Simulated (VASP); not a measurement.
Input:

```xyz
2
Lattice="1.5815 -2.7392 0.0000 1.5815 2.7392 0.0000 0.0000 0.0000 5.0015" Properties=species:S:1:pos:R:3 pbc="T T T"
Hf     1.5815     0.9131     1.2504
Hf     1.5815    -0.9131     3.7511
```

All values below come from vdW-DF-cx, VASP's PBE PAW potentials (set 64) (plane waves; VASP 6.6.1). Run with 520 eV cut-off, Gaussian smearing of 0.050 eV, potentials Hf_pv.

**Question.** Give the energies of bands 7 to 13 at the high-symmetry points, in eV from the Fermi level.

**Answer.** 
```
band      Γ      M      K      A      L      H
----  -----  -----  -----  -----  -----  -----
7     -7.51  -3.43  -2.28  -5.47  -3.54  -1.86
8     -3.84  -2.89  -1.83  -5.47  -3.54  -1.86
9      0.77  -2.35  -1.83   0.11  -1.07  -1.53
10     1.15  -0.76  -1.47   0.11  -1.07  -1.53
11     1.15   0.74   0.35   1.04   1.28  -0.17
12     1.45   0.89   0.35   1.04   1.28  -0.17
13     2.01   1.72   2.09   1.04   2.68   2.54
```

It has no gap at this level: it comes out as a metal or semimetal.

The compound is Hf in the hcp structure. It was relaxed first.
